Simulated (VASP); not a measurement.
Here is the system:

```
CELL_PARAMETERS angstrom
     -3.08912     3.08912     3.08912
      3.08912    -3.08912     3.08912
      3.08912     3.08912    -3.08912
ATOMIC_POSITIONS crystal
  Cs 0.00000 0.00000 0.00000
```

Calculation: r2SCAN+rVV10, VASP's PBE PAW potentials (set 64) (plane waves; VASP 6.6.1). Settings: 520 eV cut-off, 8×8×8 Γ-centred mesh, first-order Methfessel-Paxton smearing of 0.10 eV, potentials Cs_sv.

Unless said otherwise, spin-orbit coupling is left out, though it shifts the bands of the heavy elements here.

### Question
What does the run give for the energy per atom (σ→0), band gap (on the k-mesh) with the smallest direct gap where there is one?

### Answer

| Item | Result |
|---|---|
| band gap (on the k-mesh) | none (metal, semimetal or under 0.01 eV) |
| energy per atom (σ→0) | -24565 meV/atom |

The absolute energy has meaning only against runs of the same code, potentials and settings.

The compound is Cs in the bcc structure. It was relaxed first.
